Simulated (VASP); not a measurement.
Here is the system:

```
BeTe
1.0
    0.00000     2.65339     2.65339
    2.65339     0.00000     2.65339
    2.65339     2.65339     0.00000
Be Te
1 1
Direct
  0.00000   0.00000   0.00000
  0.50000   0.50000   0.50000
```

These are PBEsol GGA, VASP's PBE PAW potentials (set 64) (plane waves; VASP) values and carry that method's errors. Numerical set-up: 500 eV cut-off, 12×12×12 Γ-centred mesh, first-order Methfessel-Paxton smearing of 0.10 eV, potentials Be Te.

Unless said otherwise, spin-orbit coupling is left out, though it shifts the bands of the heavy elements here.

Problem. Estimate the energy per atom (σ→0), band gap (on the k-mesh) with the smallest direct gap where there is one.

Solution. 
```yaml
band gap (on the k-mesh): none (metal, semimetal or under 0.01 eV)
energy per atom (σ→0): -3665 meV/atom
```

The structure was generated: BeTe was put into the rock salt type (Fm-3m), which need not be its known phase. It was relaxed first, which changed the volume by +16 %.
